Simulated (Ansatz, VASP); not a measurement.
## AlB2N3 in VASP and in Ansatz

```
CELL_PARAMETERS angstrom
2.62341 0.00000 0.00000
-1.31171 2.27194 0.00000
0.00000 0.00000 6.44041
ATOMIC_POSITIONS crystal
Al 0.00000 0.00000 0.00000
B 0.33333 0.66667 0.65979
B 0.66667 0.33333 0.34021
N 0.66667 0.33333 0.80879
N 0.33333 0.66667 0.19121
N 0.00000 0.00000 0.50000
```

Alike in both runs: functional PBE; k mesh 6 × 6 × 4; occupations gaussian, width 0.1 eV; no spin polarisation.

Ansatz relaxed the structure, and its values are those at the end. VASP's run is a single point on that final structure, the one shown.

|  | VASP | Ansatz |
| --- | --- | --- |
| version | VASP 6.6.1 | Ansatz 0.2.0 |
| potentials or method | VASP PAW PBE potentials, release 64 (Al, B, N) | scalar-relativistic, plane waves, PAW |
| plane-wave cutoff (eV) | 520 | 420 |
| valence electrons in the cell | 24 | 24 |

Ansatz gave:

* gap on the k mesh at the Fermi level (eV): 1.70
* least direct gap on the mesh (eV): 2.80
* pressure (GPa): 0.0

**Question.** What did VASP give for the same quantities?

**Answer.** gap on the k mesh at the Fermi level (eV): 1.69; least direct gap on the mesh (eV): 2.80; pressure (GPa): -0.2.

Caveats: the k mesh is coarse (spacing up to 0.46 Å⁻¹), so the values aren't converged. A k mesh can miss the band edges.
